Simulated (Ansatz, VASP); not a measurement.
**Cross-check of Sn2TeO between VASP and Ansatz**

Wanted: the spread between two codes on one cell, functional and k mesh. The cell is generated by rule, not measured, and may not be a known phase. Of the first pair: The two relaxations start from unlike cells of this crystal (the structure described is Ansatz's start), so only their ends are compared.

Main program and level: Ansatz 0.2.0; plane waves, with VASP 6.6.1 beside it; relaxation of cell and atoms at PBEsol.

## 1. The structure

It takes space group P-4m2 (No. 115, tetragonal). Conventional cell: a = 4.150 Å, b = 4.150 Å, c = 5.289 Å, α = 90.00°, β = 90.00°, γ = 90.00°. Nearest to Sn lie 2 O at 2.42 Å and 2 Te at 2.42 Å. O has 4 Sn at 2.42 Å nearest. Nearest to Te lie 4 Sn at 2.42 Å. Farther neighbours and most contacts between anions are not listed.

## 2. Ansatz: relaxation of cell and atoms, PBEsol, pair 1

Ansatz runs on its default PAW (the set named soft_2) files.

The relaxed volume is the usual yardstick between codes: in a stiff, nearly cubic crystal its relative difference is about their pressure difference at one cell divided by the bulk modulus.

Input file input.yaml:

```yaml
crystal:
  lattice:
    - [4.15014, 0.0, 0.0]
    - [0.0, 4.15014, 0.0]
    - [0.0, 0.0, 5.28879]
  atoms:
    - { symbol: Sn, position: [0.5, 0.0, 0.2369] }
    - { symbol: Sn, position: [0.0, 0.5, 0.7631] }
    - { symbol: O, position: [0.0, 0.0, 0.0] }
    - { symbol: Te, position: [0.5, 0.5, 0.0] }
kpoints:
  mp_grid: { grid: [6, 6, 4] }
hamiltonian:
  xc: pbesol
scf:
  occupations: { method: gaussian, width: 0.1 }
output:
  forces: true
  stress: true
  eigenvalues: true
relax:
  adjacent_minimum: "off"
  f_tol: 0.05
  max_steps: 80
  cell: { stress_tol: 0.5 }
```

The run is started by

```
> ansatz run input.yaml --threads 4 --pin off --max-ram 14336MiB --backend cpu --events-out ev --progress --plain --runs-dir out
```

Numbers of over 12 decimals in the logs are rounded to 6 here.

What it wrote:

```text
The last accepted step is kept in <dir> (removed where the run ends without a failure and the disk answers)
Engine: ansatz 0.2.0, aarch64-unknown-linux-gnu
Pseudopotentials: kind: paw
Pseudopotential: Sn, paw, valence charge 14, recommended cutoff 420 eV (normal), Sn.paw.azcp
Pseudopotential: O, paw, valence charge 6, recommended cutoff 420 eV (normal), O.paw.azcp
Pseudopotential: Te, paw, valence charge 16, recommended cutoff 420 eV (normal), Te.paw.azcp
Functional definition: PBEsol
  exchange = pbesol_x
  correlation = pbesol_c
Crystal: 4 atoms, lattice volume = 91.092 Å³
Basis set: ecut = 420 eV, 1769 PW (Γ), exchange–correlation on 60×60×72 points (8 copies of the dense FFT grid, shifted against one another)
Bands: 30, of which v1, the nominal top of the filled ones, is band 25 counted from 1 (24 counted from 0)
Symmetry: 8 space group operations
Space group: P-4m2 (ITA 115), of the structure as read, at distance tolerance 4.5e-5 Å
k-points: 30 of 144 (time reversal used)
Non-local potential: Sn, projectors of the file, l = 0: 2, l = 1: 2, l = 2: 2, l = 3: 2
Non-local potential: O, projectors of the file, l = 0: 2, l = 1: 2, l = 2: 1
Non-local potential: Te, projectors of the file, l = 0: 2, l = 1: 2, l = 2: 2, l = 3: 2
PAW form: soft (Blöchl's): semilocal exchange-correlation on the pseudo side does not see the compensation charge
PAW frozen core: Sn, regenerated for the run's functional, and the local potential with it (the file was generated under x = pbe(κ = 0.804, μ = 0.219515), c = pbe(β = 0.066725))
PAW frozen core: O, regenerated for the run's functional, and the local potential with it (the file was generated under x = pbe(κ = 0.804, μ = 0.219515), c = pbe(β = 0.066725))
PAW frozen core: Te, regenerated for the run's functional, and the local potential with it (the file was generated under x = pbe(κ = 0.804, μ = 0.219515), c = pbe(β = 0.066725))
PAW one-centre angular grid: Sn, 590 points (default); XC on 64 Gauss nodes
PAW one-centre angular grid: O, 110 points (default); XC on 64 Gauss nodes
PAW one-centre angular grid: Te, 590 points (default); XC on 64 Gauss nodes
Initial density: superposition of atomic densities (neutral atoms: chi_scale 0, normalization atom), corrected by the library's trained network
Initial wavefunctions: pseudopotential atomic-orbital guess
Functional: x = pbesol(κ = 0.804, μ = 0.123457), c = pbesol(β = 0.046)
SCF iter   1: F=—  HF=-19356.336046 eV  |F-HF|=—  |Δ(HF+E_count)|=         —  Δρ=1.07e-2  dr2=9.07e-2  ethr=1.77e-3  ⟨swp⟩=7.6  Hψ=4220  notcnv=0
preconditioner: auto → Resta (q_TF=auto, 2.469 Å⁻¹)  ε∞=3.0  [insulator: Δε(μ)=0.311 eV  Ē_g=17.411 eV  σ=0.100 eV  W_gap=0.58  n_scr=28 (ndim 8)  ℏωp=24.6 eV  f_vac=0.030  D(μ)=0.46/eV (n_scr^D=0)  ε∞_Penn≈3.0]
SCF iter   2: F=—  HF=-19356.323077 eV  |F-HF|=—  |Δ(HF+E_count)|=   1.30e-2  Δρ=6.13e-3  dr2=3.52e-2  ethr=1.81e-4  ⟨swp⟩=2.0  Hψ=1575  notcnv=0  defer=13
SCF iter   3: F=—  HF=-19356.316721 eV  |F-HF|=—  |Δ(HF+E_count)|=   6.36e-3  Δρ=1.74e-3  dr2=2.30e-3  ethr=7.04e-5  ⟨swp⟩=2.0  Hψ=1238  notcnv=0  defer=13
SCF iter   4: F=—  HF=-19356.316485 eV  |F-HF|=—  |Δ(HF+E_count)|=   2.35e-4  Δρ=4.21e-4  dr2=1.62e-4  ethr=4.61e-6  ⟨swp⟩=2.0  Hψ=1443  notcnv=0  defer=13
SCF iter   5: F=—  HF=-19356.316525 eV  |F-HF|=—  |Δ(HF+E_count)|=   3.97e-5  Δρ=9.76e-5  dr2=8.72e-6  ethr=3.24e-7  ⟨swp⟩=2.0  Hψ=1236  notcnv=0  defer=13
SCF iter   6: F=—  HF=-19356.316484 eV  |F-HF|=—  |Δ(HF+E_count)|=   4.12e-5  Δρ=3.14e-5  dr2=6.67e-7  ethr=1.74e-8  ⟨swp⟩=2.0  Hψ=1471  notcnv=0  defer=13
SCF iter   7: F=-19356.316484 eV  HF=-19356.316484 eV  |F-HF|=1.09e-8  |Δ(HF+E_count)|=   5.31e-7  Δρ=6.59e-6  dr2=3.67e-8  ethr=2.00e-10  ⟨swp⟩=10.2  Hψ=4438  notcnv=0
SCF 1 converged in 7 iterations: F = -19356.316484 eV  dr2 = 3.67e-8
  greatest PAW one-centre occupation: 0.999 electrons in one spin orbital (limit 2), on the Te atom at site 3 (counted from 0), in its partial waves of l = 2
relax step   1: F+E_penalty+E_count = -19356.31648423 eV  Δ(F+E_penalty+E_count) = +0.000e0 eV  max|allowed force component| = 5.696e0 eV/Å  Δτ_max = 0.0000 Å  P = +30.199 GPa  Ω = 91.092 Å³  (7 SCF iters, dr2 threshold 1.00e-7 eV, accepted)
[...]
relax step   7: F+E_penalty+E_count = -19359.36290510 eV  Δ(F+E_penalty+E_count) = -3.650e-2 eV  max|allowed force component| = 3.987e-2 eV/Å  Δτ_max = 0.0000 Å  P = +0.755 GPa  Ω = 96.855 Å³  stress off target by 1.06e0 GPa  SCF on the basis re-selected at this cell (its energy is not comparable with the rows above)  (6 SCF iters)
[...]
relax step   8: F+E_penalty+E_count = -19359.37257569 eV  Δ(F+E_penalty+E_count) = -9.671e-3 eV  max|allowed force component| = 4.341e-2 eV/Å  Δτ_max = 0.0005 Å  P = -0.188 GPa  Ω = 98.253 Å³  energy of the carried Pulay correction = -1.886e-3 eV  (6 SCF iters, dr2 threshold 4.00e-7 eV, accepted)
[...]
relax step   9: F+E_penalty+E_count = -19359.37602416 eV  Δ(F+E_penalty+E_count) = -3.448e-3 eV  max|allowed force component| = 4.375e-2 eV/Å  Δτ_max = 0.0000 Å  P = -0.166 GPa  Ω = 98.253 Å³  stress off target by 2.29e-1 GPa  SCF on the basis re-selected at this cell (its energy is not comparable with the rows above)  (6 SCF iters)
basis re-selected at this cell: Δ(F+E_penalty+E_count) = -3.448e-3 eV, ΔP = +0.022 GPa vs the last step (what re-selecting the basis moved, of the pressure what is left beyond the Pulay correction that the steps carried, after the strain that the cell walked since its last selection, with what the two solves' SCF thresholds leave and, on support functions, any second-order correction that the steps lacked; it is no m [...]
SCF converged after 6 iterations
Free energy (F): -19359.376024 eV
Harris-Foulkes:  -19359.376024 eV  (|F-HF|=2.18e-11)
Internal energy: -19359.372565 eV  (E = F + TS)
E sigma→0 (E₀):  -19359.374295 eV
Entropy (-TS):   -0.003459 eV (-0.865 meV/atom)
Fermi energy:    8.929886 eV
--- Per-component energies (eV) ---
  E_band       = -461.692841
  E_kinetic    = 723.490251
  E_local      = -3405.138098  (includes V_loc(G=0)·N_el)
  E_nonlocal   = -320.808007
  E_hartree    = 2024.326966
  E_xc         = -954.700111
  E_vxc        = -390.895876  (∫ρ·V_xc dr)
  E_paw        = -12861.840862  (= ΣΔE_a)
  E_vpaw       = -1116.997056  (= ΣTr[D̂ρ^β])
  E_aug_tail   = 0.002075  (compensation charges beyond the density's cutoff)
  E_ewald      = -4565.684563
  E_core_change = 0.979783  (= ΣΔE_core)
  E_smearing   = -0.003459  (= −TS)
  E_closure    = 0.000000  (closes the sum)
  Σ components = -19359.376024   (vs F -19359.376024, Δ=0.00e0)
--- Forces (eV/Å), atoms counted from 1 ---
  atom   1  Sn     0.00000000     0.00000000     0.04375126
  atom   2  Sn    -0.00000000     0.00000000    -0.04375126
  atom   3  O     -0.00000000     0.00000000     0.00000000
  atom   4  Te     0.00000000     0.00000000    -0.00000000
  max |Σ_I F_I| component: 1.39e-16 eV/Å
--- Stress (GPa, compression-positive) ---
       -0.228973       0.000000      -0.000000
        0.000000      -0.228973      -0.000000
       -0.000000      -0.000000      -0.040469
  P = ⅓ Tr σ = -0.1661 GPa (-1.661 kbar)
--- Band table (eV; the first three rows and the last of 30) ---
  k-point 0: bands = [... 21 lower, 7.3175, 7.8156, 7.8170, 7.8170, 10.2558, 11.9455, 11.9455, 12.5055, ... 1 higher]
  k-point 1: bands = [... 21 lower, 7.4823, 7.7875, 7.7875, 8.0665, 9.6542, 10.2924, 10.2924, 11.6755, ... 1 higher]
  k-point 2: bands = [... 21 lower, 7.2237, 7.6135, 7.6135, 8.4542, 9.3743, 9.3743, 9.3768, 10.6467, ... 1 higher]
  k-point 29: bands = [... 21 lower, 5.3104, 5.7226, 8.6166, 8.6166, 10.5995, 11.9095, 14.5727, 14.8350, ... 1 higher]
--- Relaxed structure (7 steps of the walk, 7 accepted, 2 SCFs on fresh bases) ---
  F+E_penalty+E_count = -19359.37602416 eV   max|allowed force component| = 4.375e-2 eV/Å   (the final SCF, on the basis selected at the relaxed cell)
  cell:  # Å, volume = 98.2534 Å³
    - [4.671372, 0.0, 0]
    - [0.0, 4.671372, 0.0]
    - [0, 0.0, 4.502550]
  atoms:
    - { symbol: Sn, position: [0.5, 0.0, 0.329982] }
    - { symbol: Sn, position: [0, 0.5, 0.670018] }
    - { symbol: O, position: [0, 0.0, 3.280000673077976e-19] }
    - { symbol: Te, position: [0.5, 0.5, 3.280000673077976e-19] }
```

## 3. VASP: relaxation of cell and atoms, PBEsol, pair 1

Its own start cell and the same functional, mesh and smearing now go to VASP, with its own data sets.

Lines of VASP's logs that name or quote its potential files are left out, and so is its time.

Input file INCAR:

```
SYSTEM = Sn2TeO
PREC = Accurate
ENCUT = 600
EDIFF = 1E-07
NELM = 120
ISMEAR = 0
SIGMA = 0.1
LREAL = .FALSE.
ALGO = Normal
GGA = PS
NBANDS = 26
LORBIT = 11
LWAVE = .FALSE.
LCHARG = .FALSE.
ISIF = 3
IBRION = 2
NSW = 80
EDIFFG = -0.005
LASPH = .TRUE.
GGA_COMPAT = .FALSE.
NELMIN = 4
KPAR = 2
```

Input file POSCAR:

```
Sn2TeO
1.0
    4.6500714209      0.0000000000      0.0000000000
    0.0000000000      4.6500714209      0.0000000000
    0.0000000000      0.0000000000      4.4859560171
Sn O Te
2 1 1
Direct
    0.5000000000      0.0000000000      0.3354951382
    0.0000000000      0.5000000000      0.6645048618
    0.0000000000      0.0000000000      0.0000000000
    0.5000000000      0.5000000000      0.0000000000
```

Input file KPOINTS:

```
Automatic mesh
0
Gamma
6 6 4
0 0 0
```

The projector-augmented-wave data sets are Sn_d, O and Te (PBE family, release 64).

The run is started by

```
> mpirun -np 2 vasp_std
```

What it wrote:

```text
[banner, memory and clock lines left out]
running    2 mpi-ranks, on    1 nodes
 distrk:  each k-point on    1 cores,    2 groups
 distr:  one band on    1 cores,    1 groups

 POSCAR found type information on POSCAR SnO Te
 POSCAR found :  3 types and       4 ions
|                                                                             |
|               ----> ADVICE to this user running VASP <----                  |
|                                                                             |
|     You enforced a specific xc type in the INCAR file but a different       |
|     [... a line on the potential file left out ...]
|     I HOPE YOU KNOW WHAT YOU ARE DOING!                                     |
|                                                                             |

 LDA part: xc-table for (Slater+PW92), standard interpolation
 POSCAR, INCAR and KPOINTS ok, starting setup
 FFT: planning ... GRIDC
 FFT: planning ... GRID_SOFT
 FFT: planning ... GRID
 WAVECAR not read
 entering main loop
       N       E                     dE             d eps       ncg     rms          rms(c)
DAV:   1     0.368444303549E+03    0.36844E+03   -0.21058E+04  1562   0.224E+03
DAV:   2     0.363523398721E+02   -0.33209E+03   -0.32635E+03  1576   0.516E+02
DAV:   3    -0.169733628390E+02   -0.53326E+02   -0.52078E+02  1906   0.170E+02
DAV:   4    -0.199674461234E+02   -0.29941E+01   -0.29713E+01  1796   0.407E+01
DAV:   5    -0.200452570761E+02   -0.77811E-01   -0.77749E-01  2046   0.713E+00    0.114E+01
DAV:   6    -0.187492809605E+02    0.12960E+01   -0.24740E+01  2490   0.306E+01    0.130E+01
DAV:   7    -0.174435721218E+02    0.13057E+01   -0.18963E+01  1850   0.111E+01    0.459E+00
DAV:   8    -0.172871217722E+02    0.15645E+00   -0.16353E+00  1682   0.592E+00    0.128E+00
DAV:   9    -0.172852898789E+02    0.18319E-02   -0.11306E-01  1664   0.185E+00    0.551E-01
DAV:  10    -0.172827621362E+02    0.25277E-02   -0.26959E-02  2028   0.843E-01    0.256E-01
DAV:  11    -0.172835097391E+02   -0.74760E-03   -0.57023E-03  1618   0.312E-01    0.185E-01
DAV:  12    -0.172829730651E+02    0.53667E-03   -0.64363E-03  1958   0.282E-01    0.512E-02
DAV:  13    -0.172829491383E+02    0.23927E-04   -0.25287E-04  1802   0.828E-02    0.366E-02
DAV:  14    -0.172829427612E+02    0.63771E-05   -0.29284E-05  1848   0.322E-02    0.185E-02
DAV:  15    -0.172829376330E+02    0.51282E-05   -0.22933E-05  1968   0.180E-02    0.469E-03
DAV:  16    -0.172829375223E+02    0.11071E-06   -0.16305E-06  1386   0.585E-03    0.182E-03
DAV:  17    -0.172829374409E+02    0.81419E-07   -0.24173E-07  1054   0.220E-03
   1 F= -.17282937E+02 E0= -.17281254E+02  d E =-.172829E+02
 curvature:   0.00 expect dE= 0.000E+00 dE for cont linesearch  0.000E+00
 trial: gam= 0.00000 g(F)=  0.206E-05 g(S)=  0.320E-04 ort = 0.000E+00 (trialstep = 0.100E+01)
 search vector abs. value=  0.341E-04
 bond charge predicted
       N       E                     dE             d eps       ncg     rms          rms(c)
DAV:   1    -0.172833056681E+02   -0.36815E-03   -0.87472E-03  1892   0.115E+00    0.128E-01
DAV:   2    -0.172830976398E+02    0.20803E-03   -0.22223E-03  1666   0.351E-01    0.757E-02
DAV:   3    -0.172829946016E+02    0.10304E-03   -0.10107E-03  2024   0.151E-01    0.413E-02
DAV:   4    -0.172829570669E+02    0.37535E-04   -0.13880E-04  2060   0.111E-01    0.982E-03
DAV:   5    -0.172829550001E+02    0.20668E-05   -0.79084E-06  1750   0.195E-02    0.591E-03
DAV:   6    -0.172829535413E+02    0.14587E-05   -0.12825E-06  1496   0.751E-03    0.299E-03
DAV:   7    -0.172829531208E+02    0.42048E-06   -0.18645E-07   806   0.360E-03    0.841E-04
DAV:   8    -0.172829530988E+02    0.22073E-07   -0.53852E-08   786   0.208E-03
   2 F= -.17282953E+02 E0= -.17281268E+02  d E =-.156579E-04
 trial-energy change:   -0.000016  1 .order   -0.000016   -0.000034    0.000003
 step:   0.9297(harm=  0.9297)  dis= 0.00021  next Energy=   -17.282953 (dE=-0.158E-04)
 bond charge predicted
       N       E                     dE             d eps       ncg     rms          rms(c)
DAV:   1    -0.172829549023E+02   -0.17815E-05   -0.42997E-05  1884   0.799E-02    0.904E-03
DAV:   2    -0.172829537629E+02    0.11394E-05   -0.11246E-05  1660   0.247E-02    0.539E-03
DAV:   3    -0.172829532104E+02    0.55248E-06   -0.50259E-06  1664   0.106E-02    0.288E-03
DAV:   4    -0.172829531229E+02    0.87520E-07   -0.66244E-07  1548   0.753E-03
   3 F= -.17282953E+02 E0= -.17281268E+02  d E =-.156820E-04
 curvature:  -0.46 expect dE=-0.227E-05 dE for cont linesearch -0.829E-07
 trial: gam= 0.07094 g(F)=  0.125E-06 g(S)=  0.476E-05 ort = 0.247E-05 (trialstep = 0.986E+00)
 search vector abs. value=  0.540E-05
 reached required accuracy - stopping structural energy minimisation
```

Parts of OUTCAR (step 3):

```text
ion  position               nearest neighbor table
   1  0.500  0.000  0.335-   3 2.77   4 2.77   4 2.77   3 2.77   2 3.60   2 3.60   2 3.60   2 3.60

  LATTYP: Found a simple tetragonal cell.
 ALAT       =     4.6500714209
 C/A-ratio  =     0.9647069069

 Subroutine GETGRP returns: Found  8 space group operations
 (whereof  8 operations were pure point group operations)

The static configuration has the point symmetry D_2d.

 Found     30 irreducible k-points:

   k-points           NKPTS =     30   k-points in BZ     NKDIM =     30   number of bands    NBANDS=     26

   dimension x,y,z NGX =    40 NGY =   40 NGZ =   36
   dimension x,y,z NGXF=    80 NGYF=   80 NGZF=   72

   ENCUT  =  600.0 eV  44.10 Ry    6.64 a.u.   9.29  9.29  8.96*2*pi/ulx,y,z

   NELECT =      40.0000    total number of electrons

 k-points in reciprocal lattice and weights: Automatic mesh
   0.00000000  0.00000000  0.00000000       0.007
   0.16666667  0.00000000  0.00000000       0.028
   0.33333333  0.00000000  0.00000000       0.028
   0.50000000  0.00000000  0.00000000       0.014
   0.16666667  0.16666667  0.00000000       0.028
   0.33333333  0.16666667  0.00000000       0.056
   0.50000000  0.16666667  0.00000000       0.028
   0.33333333  0.33333333  0.00000000       0.028
   0.50000000  0.33333333  0.00000000       0.028
[...]
0.50000000  0.33333333  0.50000000       0.028
   0.50000000  0.50000000  0.50000000       0.007

 average (electrostatic) potential at core
       1-100.4929       2-100.4929       3 -67.7547       4 -88.1508

 E-fermi :   6.3414

 k-point     1 :       0.0000    0.0000    0.0000
  band No.  band energies     occupation
    ...
     16       1.8625      2.00000
     17       4.6522      2.00000
     18       5.2022      2.00000
     19       5.2394      2.00000
     20       5.2394      2.00000
     21       7.6948      0.00000
     22       9.3003      0.00000
     23       9.3003      0.00000
     24       9.9944      0.00000
     25      10.7690      0.00000
    ...

 k-point     2 :       0.1667    0.0000    0.0000
  band No.  band energies     occupation
    ...
     16       2.4503      2.00000
     17       4.7588      2.00000
     18       4.9622      2.00000
     19       4.9786      2.00000
     20       5.2674      2.00000
     21       8.1820      0.00000
     22       8.3719      0.00000
     23       9.2229      0.00000
     24      10.3376      0.00000
     25      10.7237      0.00000
    ...

 k-point     3 :       0.3333    0.0000    0.0000
  band No.  band energies     occupation
    ...
     16       3.1207      2.00000
     17       4.3542      2.00000
     18       4.3577      2.00000
     19       4.9426      2.00000
     20       5.5596      2.00000
     21       7.5359      0.00000
     22       8.6737      0.00000
     23       9.1530      0.00000
     24      10.7038      0.00000
     25      10.7538      0.00000
    ...

  Total        0.0052709      0.0052709     -0.0184102      0.0000000     -0.0000000      0.0000000
  in kB        0.0869838      0.0869838     -0.3038139      0.0000000     -0.0000000      0.0000000
  external PRESSURE =      -0.0432821 kB  Pullay stress =       0.0000000 kB

  energy-cutoff  :      600.00
  volume of cell :       97.09
      direct lattice vectors                 reciprocal lattice vectors
     4.651952344  0.000000000  0.000000000     0.214963509  0.000000000  0.000000000
     0.000000000  4.651952344  0.000000000     0.000000000  0.214963509  0.000000000
     0.000000000  0.000000000  4.486321733     0.000000000  0.000000000  0.222899752

 POSITION                                       TOTAL-FORCE (eV/Angst)
 -----------------------------------------------------------------------------------
      2.32598      0.00000      1.50535        -0.000000     -0.000000     -0.001138
      0.00000      2.32598      2.98098         0.000000      0.000000      0.001138
      0.00000      0.00000      0.00000         0.000000      0.000000      0.000000
      2.32598      2.32598      0.00000         0.000000      0.000000      0.000000
 -----------------------------------------------------------------------------------
    total drift:                               -0.000000      0.000000     -0.000000

  FREE ENERGIE OF THE ION-ELECTRON SYSTEM (eV)
  ---------------------------------------------------
  free  energy   TOTEN  =       -17.2829531229 eV

  energy  without entropy=      -17.2795833701  energy(sigma->0) =      -17.28126825

 reached required accuracy - stopping structural energy minimisation

 total charge
# of ion       s       p       d       tot
------------------------------------------
    1        1.312   0.805   9.993  12.111
    2        1.312   0.805   9.993  12.111
    3        1.581   3.178   0.000   4.758
    4        1.396   2.027   0.053   3.475
--------------------------------------------------
tot          5.601   6.814  20.040  32.455

[... 3 further parts left out ...]
```

## 4. Differences

Known differences besides the potentials themselves: the data sets hold 50 valence electrons in Ansatz (on its default PAW (the set named soft_2) files) and 40 in VASP; the cutoff is 420 eV in Ansatz and 600 eV in VASP; Ansatz makes its cores anew for this functional, VASP keeps those of its PBE data sets; Ansatz adds a Pulay correction to the stress that steers its cell, VASP none. Total energies have different zeros and are not compared.

Compared:

```tsv
quantity	Ansatz	VASP	difference
volume (Å³)	98.25	97.09	+1.20 %
edge a after relaxation, in the typed setting (Å)	4.671	4.652	+0.42 %
edge c after relaxation, in the typed setting (Å)	4.503	4.486	+0.36 %
```

(Continued in part 2 of 2.)

[Lines on the potential files, build, host, timing and source positions are cut from VASP's logs without a mark.]

[Logs are printed without paths, hosts, clocks, repeated set-up lines and the standing remarks that a program may print on its own settings, such as how far it seeks lower states.]

[Hosts, paths, dates, database ids (printed as entryN), source tags and the programs' standing remarks are cut or masked in the printed files.]
